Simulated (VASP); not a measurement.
Given:

```xyz
1
Lattice="0.0000 1.9624 1.9624 1.9624 0.0000 1.9624 1.9624 1.9624 0.0000" Properties=species:S:1:pos:R:3 pbc="T T T"
Pt     0.0000     0.0000     0.0000
```

Method: PBE GGA with D3 dispersion (Becke-Johnson damping), VASP's PBE PAW potentials (set 64) (plane waves; VASP). Settings: 520 eV cut-off, 16×16×16 Γ-centred mesh, first-order Methfessel-Paxton smearing of 0.10 eV, potentials Pt.

Unless said otherwise, spin-orbit coupling is left out, though it shifts the bands of the heavy elements here.

### Question
Estimate the energy per atom (σ→0), band gap (on the k-mesh) with the smallest direct gap where there is one.

### Answer

```
Quantity                                                     Value
------------------------  ----------------------------------------
band gap (on the k-mesh)  none (metal, semimetal or under 0.01 eV)
energy per atom (σ→0)                           -661.9 kJ/mol-atom
```

Total energies compare only between runs with the same potentials, cut-off and functional.

The compound is Pt in the fcc structure. It was relaxed first.
